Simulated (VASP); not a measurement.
Input:

```yaml
crystal:
  lattice:
    - [1.65793, -5.57885, 0.00000]
    - [1.65793, 5.57885, 0.00000]
    - [0.00000, 0.00000, 4.54497]
  atoms:
    - { symbol: P, position: [0.40508, 0.59492, 0.91363] }
    - { symbol: P, position: [0.59492, 0.40508, 0.08637] }
    - { symbol: P, position: [0.09492, 0.90508, 0.41363] }
    - { symbol: P, position: [0.90508, 0.09492, 0.58637] }
```

All values below come from PBE GGA, VASP's PBE PAW potentials (set 64) (plane waves; VASP 6.6.1). Run with 400 eV cut-off, 6×6×4 Γ-centred mesh, Gaussian smearing of 0.050 eV, potentials P.

Without a dispersion term in the relaxation, distances and binding between the weakly bound layers, chains or molecules are unreliable, and so is what depends on them.

**Question.** What does the run give for the energy per atom (σ→0), band gap (on the k-mesh) with the smallest direct gap where there is one?

**Answer.** 
The band gap (on the k-mesh) is 0.12 eV and the smallest direct gap (on the k-mesh) is 0.12 eV. The energy per atom (σ→0) comes out as -5.373 eV/atom.

The structure comes from a computed database's P entry (Cmce); how it stands against other phases isn't given here. It was relaxed first.
